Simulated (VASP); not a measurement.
```xyz
2
Lattice="0.0000 3.0960 3.0960 3.0960 0.0000 3.0960 3.0960 3.0960 0.0000" Properties=species:S:1:pos:R:3 pbc="T T T"
Pb     0.0000     0.0000     0.0000
Se     3.0960     3.0960     3.0960
```

These are PBE GGA with D4 dispersion, VASP's PBE PAW potentials (set 64) (plane waves; VASP) values and carry that method's errors. Numerical set-up: 520 eV cut-off, 8×8×8 Γ-centred mesh, Gaussian smearing of 0.050 eV, potentials Pb_d Se.

**Question.** The job: PbSe (rock salt), 2 atoms, PBE-D4, static run, 520 eV, 8×8×8 Γ-centred mesh. Roughly how much core time does it take on a busy server core?

**Answer.** About 10 core-seconds (one run on a shared machine, a rough figure). It had 29 irreducible k-points, 14 bands, up to 1639 plane waves and 13 electronic steps.

The compound is PbSe in the rock salt structure. This cell is one point of a volume scan, at 1.03 of the reference volume.
